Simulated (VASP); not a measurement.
All values below come from PBE GGA + U (Dudarev), VASP's PBE PAW potentials (set 64) (plane waves; VASP).

VASP input:

### POSCAR
```
ZnO
5.31420
  0.3119001919  -0.5402271273   0.0000000000
  0.3119001919   0.5402271273   0.0000000000
  0.0000000000   0.0000000000   1.0000000000
Zn O
2 2
Direct
  0.6666670000   0.3333330000   0.5000000000
  0.3333330000   0.6666670000   0.0000000000
  0.6666670000   0.3333330000   0.8820000000
  0.3333330000   0.6666670000   0.3820000000
```

### INCAR
```
ALGO = Normal
EDIFF = 1E-6
ENCUT = 520
GGA = PE
ISIF = 2
ISMEAR = 0
LASPH = .TRUE.
LCHARG = .FALSE.
LDAU = .TRUE.
LDAUJ = 0 0
LDAUL = 2 -1
LDAUPRINT = 1
LDAUTYPE = 2
LDAUU = 4.0 0
LMAXMIX = 4
LORBIT = 10
LREAL = .FALSE.
LWAVE = .FALSE.
NELM = 100
PREC = Accurate
SIGMA = 0.05
SYSTEM = ZnO
```

**KPOINTS**
```
Automatic mesh
0
Gamma
7 7 4
0 0 0
```

POTCAR, in this order: Zn O (PBE.64 set). Program: vasp_std.

The resulting files:

OSZICAR:
```
       N       E                     dE             d eps       ncg     rms          rms(c)
DAV:   1     0.287069190433E+03    0.28707E+03   -0.19154E+04  1056   0.238E+03
DAV:   2     0.991236620484E+01   -0.27716E+03   -0.26813E+03  1134   0.441E+02
DAV:   3    -0.202036426134E+02   -0.30116E+02   -0.29934E+02  1230   0.155E+02
DAV:   4    -0.207136970474E+02   -0.51005E+00   -0.50975E+00  1158   0.222E+01
DAV:   5    -0.207167885386E+02   -0.30915E-02   -0.30908E-02  1200   0.155E+00    0.148E+01
DAV:   6    -0.174276635352E+02    0.32891E+01   -0.11322E+01  1736   0.808E+01    0.945E+00
DAV:   7    -0.176639774953E+02   -0.23631E+00   -0.32072E+00  1082   0.180E+01    0.542E+00
DAV:   8    -0.176818799746E+02   -0.17902E-01   -0.71650E-01  1358   0.713E+00    0.189E+00
DAV:   9    -0.176267396099E+02    0.55140E-01   -0.19191E-01  1554   0.674E+00    0.267E-01
DAV:  10    -0.176287284654E+02   -0.19889E-02   -0.28100E-02  1086   0.184E+00    0.833E-02
DAV:  11    -0.176292504027E+02   -0.52194E-03   -0.28754E-03  1612   0.106E+00    0.125E-01
DAV:  12    -0.176290461842E+02    0.20422E-03   -0.11182E-03  1560   0.544E-01    0.174E-02
DAV:  13    -0.176290615206E+02   -0.15336E-04   -0.11377E-04  1142   0.135E-01    0.179E-02
DAV:  14    -0.176290619976E+02   -0.47697E-06   -0.20462E-05  1068   0.409E-02    0.526E-03
DAV:  15    -0.176290618165E+02    0.18107E-06   -0.43401E-06  1224   0.174E-02
   1 F= -.17629062E+02 E0= -.17629062E+02  d E =-.140924E-18
```

OUTCAR:
```
------------------------ aborting loop because EDIFF is reached ----------------------------------------
  FORCE on cell =-STRESS in cart. coord.  units (eV):
  Direction    XX          YY          ZZ          XY          YZ          ZX
  --------------------------------------------------------------------------------------
  Total       -2.2473811     -2.2473823     -2.1138538      0.0000000      0.0000000      0.0000000
  in kB      -71.1953441    -71.1953831    -66.9652988      0.0000000      0.0000000      0.0000000
  external PRESSURE =     -69.7853420 kB  Pullay stress =       0.0000000 kB
  volume of cell :       50.57
      direct lattice vectors                 reciprocal lattice vectors
     1.657500000 -2.870875000  0.000000000     0.301659125 -0.174162929  0.000000000
     1.657500000  2.870875000  0.000000000     0.301659125  0.174162929  0.000000000
     0.000000000  0.000000000  5.314200000     0.000000000  0.000000000  0.188175078
  FREE ENERGIE OF THE ION-ELECTRON SYSTEM (eV)
  ---------------------------------------------------
  free  energy   TOTEN  =       -17.6290618165 eV

  energy  without entropy=      -17.6290618165  energy(sigma->0) =      -17.62906182

 total charge

# of ion       s       p       d       tot
------------------------------------------
    1        0.435   0.428   9.958  10.820
    2        0.435   0.428   9.958  10.820
    3        1.548   3.426   0.000   4.974
    4        1.548   3.426   0.000   4.974
--------------------------------------------------
tot          3.965   7.708  19.915  31.589
```
(Selected blocks of OUTCAR.)

The compound is ZnO in the wurtzite structure. The cell was not relaxed at this level. The run is one of a series of settings (LDAU = .TRUE., LDAUJ = 0 0, LDAUL = 2 -1, LDAUTYPE = 2, LDAUU = 4.0 0 against the base run), some of them coarse on purpose.
